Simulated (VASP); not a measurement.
Here is the system:

```yaml
crystal:
  lattice:
    - [0.00000, 3.29882, 3.29882]
    - [3.29882, 0.00000, 3.29882]
    - [3.29882, 3.29882, 0.00000]
  atoms:
    - { symbol: K, position: [0.00000, 0.00000, 0.00000] }
    - { symbol: Br, position: [0.50000, 0.50000, 0.50000] }
```

All values below come from PBE GGA, VASP's PBE PAW potentials (set 64) (plane waves; VASP). Settings: 300 eV cut-off, 9×9×9 Γ-centred mesh, Gaussian smearing of 0.010 eV, potentials K_sv Br.

Question: Estimate the energy per atom (σ→0), band gap (on the k-mesh) with the smallest direct gap where there is one.

Answer: 
```yaml
band gap (on the k-mesh): 4.44 eV
smallest direct gap (on the k-mesh): 4.44 eV
energy per atom (σ→0): -3.107 eV/atom
```

The structure comes from a computed database's KBr entry; how it stands against other phases isn't given here. The cell was not relaxed at this level.
